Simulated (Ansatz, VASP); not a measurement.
**CaAl2Si6O16 in VASP and in Ansatz**

INCAR

```
ALGO     = Normal         # electronic algorithm
EDIFF    = 1E-8           # SCF threshold, eV
ENCUT    = 520            # plane-wave cutoff, eV
GGA      = PE             # functional
ISIF     = 2              # what is computed and relaxed
ISMEAR   = -1             # smearing method
LASPH    = True           # aspherical terms in the spheres
LCHARG   = False          # write CHGCAR
LEFG     = True         
LREAL    = Auto         
LWAVE    = False          # write WAVECAR
NBANDS   = 86             # bands
NELM     = 100            # most SCF steps
PREC     = Accurate       # precision mode
SIGMA    = 0.02           # smearing width, eV
```

Contents of KPOINTS:

```
k-points
0
Gamma
  5 3 3
```

POSCAR

```
CaAl2Si6O16
1.0
    4.9871966514      0.0000000000      0.0000000000
    0.2595624035      8.5822183559      0.0000000000
    0.1170193079      0.1126598214      8.8061190751
Ca Al Si O
1 2 6 16
Direct
    0.8321070000      0.9612530000      0.5079010000
    0.6080970000      0.6702480000      0.6841260000
    0.8519720000      0.8259890000      0.1848650000
    0.8990350000      0.1965730000      0.1758900000
    0.5954430000      0.3038290000      0.6639270000
    0.4143420000      0.3321320000      0.3360950000
    0.0993980000      0.1647590000      0.8277960000
    0.3640320000      0.6985360000      0.3572920000
    0.1141850000      0.8094740000      0.8428050000
    0.9856290000      0.8029550000      0.0087870000
    0.5016820000      0.7671390000      0.5115780000
    0.3354250000      0.2825960000      0.7768850000
    0.1573530000      0.2368430000      0.2800040000
    0.2241550000      0.9896390000      0.8072250000
    0.3256860000      0.5085690000      0.3790680000
    0.7983680000      0.0277620000      0.2344860000
    0.7039180000      0.4754230000      0.6605340000
    0.8439080000      0.1762780000      0.7068730000
    0.6561930000      0.3252660000      0.2091080000
    0.5197610000      0.2372860000      0.4926190000
    0.9838360000      0.2051500000      0.9963630000
    0.0661910000      0.7828800000      0.3432310000
    0.3587580000      0.6871640000      0.8200040000
    0.5521540000      0.7332630000      0.2126840000
    0.8833740000      0.7918520000      0.7117400000
```

Input for Ansatz:

```yaml
crystal:
  lattice:
    - [4.9871966514, 0.0, 0.0]
    - [0.2595624035, 8.5822183559, 0.0]
    - [0.1170193079, 0.1126598214, 8.8061190751]
  atoms:
    - { symbol: Ca, position: [0.832107, 0.961253, 0.507901] }
    - { symbol: Al, position: [0.608097, 0.670248, 0.684126] }
    - { symbol: Al, position: [0.851972, 0.825989, 0.184865] }
    - { symbol: Si, position: [0.899035, 0.196573, 0.17589] }
    - { symbol: Si, position: [0.595443, 0.303829, 0.663927] }
    - { symbol: Si, position: [0.414342, 0.332132, 0.336095] }
    - { symbol: Si, position: [0.099398, 0.164759, 0.827796] }
    - { symbol: Si, position: [0.364032, 0.698536, 0.357292] }
    - { symbol: Si, position: [0.114185, 0.809474, 0.842805] }
    - { symbol: O, position: [0.985629, 0.802955, 0.008787] }
    - { symbol: O, position: [0.501682, 0.767139, 0.511578] }
    - { symbol: O, position: [0.335425, 0.282596, 0.776885] }
    - { symbol: O, position: [0.157353, 0.236843, 0.280004] }
    - { symbol: O, position: [0.224155, 0.989639, 0.807225] }
    - { symbol: O, position: [0.325686, 0.508569, 0.379068] }
    - { symbol: O, position: [0.798368, 0.027762, 0.234486] }
    - { symbol: O, position: [0.703918, 0.475423, 0.660534] }
    - { symbol: O, position: [0.843908, 0.176278, 0.706873] }
    - { symbol: O, position: [0.656193, 0.325266, 0.209108] }
    - { symbol: O, position: [0.519761, 0.237286, 0.492619] }
    - { symbol: O, position: [0.983836, 0.20515, 0.996363] }
    - { symbol: O, position: [0.066191, 0.78288, 0.343231] }
    - { symbol: O, position: [0.358758, 0.687164, 0.820004] }
    - { symbol: O, position: [0.552154, 0.733263, 0.212684] }
    - { symbol: O, position: [0.883374, 0.791852, 0.71174] }
kpoints:
  mp_grid: { grid: [5, 3, 3] }
scf:
  occupations: { method: fermi_dirac, width: 0.02 }
hamiltonian:
  xc: pbe
  pseudopotentials: { kind: paw }
output:
  forces: true
  stress: true
  populations: true
  efg:
    quadrupole_moments_barn: { Ca: -0.0408, Al: 0.1466, O: -0.02558 }
    contact_densities: true
```

The cell comes from a database or a generator and needn't be the stable form of this composition.

Alike in both runs: task electric field gradients; functional PBE; k mesh 5 × 3 × 3; occupations fermi-dirac, width 0.02 eV; no spin polarisation.

|  | VASP | Ansatz |
| --- | --- | --- |
| version | VASP 6.6.1 | Ansatz 0.2.0 |
| potentials or method | VASP PAW PBE potentials, release 64 (Ca_sv, Al, Si, O) | plane-wave PAW, scalar-relativistic |
| plane-wave cutoff (eV) | 520 | 420 |
| valence electrons in the cell | 136 | 136 |

```csv
,VASP,Ansatz,Ansatz less VASP
gap on the k mesh at the Fermi level (eV),4.53,4.54,+0.009
pressure (GPa),-0.1,-0.2,-0.11
rms of the force components (eV/Å),0.013,0.028,+0.0153
Vzz of the field gradient on the site that differs most (V/Å²),71.2,75.9,+4.73
```

Atom by atom the forces differ by 0.022 eV/Å (rms over components). The functional is the same, so the differences come from potentials, cutoffs and numerics.

Caveats: an odd mesh through Γ misses points on the zone boundary, where band edges often lie. A hybrid or GW would open this gap; PBE tends to underestimate it.
